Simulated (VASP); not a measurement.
Data:

```
CELL_PARAMETERS angstrom
      0.00000     2.26500     2.26500
      2.26500     0.00000     2.26500
      2.26500     2.26500     0.00000
ATOMIC_POSITIONS crystal
  Hf 0.00000 0.00000 0.00000
  C  0.50000 0.50000 0.50000
```

Level of theory: PBE GGA with D4 dispersion, VASP's PBE PAW potentials (set 64) (plane waves; VASP). Settings: 520 eV cut-off, 14×14×14 Γ-centred mesh, first-order Methfessel-Paxton smearing of 0.10 eV, potentials Hf_pv C.

Give the stress tensor in GPa (positive for a compressed cell).

```
17.17   0.00   0.00
 0.00  17.17   0.00
 0.00   0.00  17.17
```
The pressure is its mean diagonal, 17.17 GPa.

The compound is HfC in the rock salt structure. This cell is one point of a volume scan, at 0.94 of the reference volume.
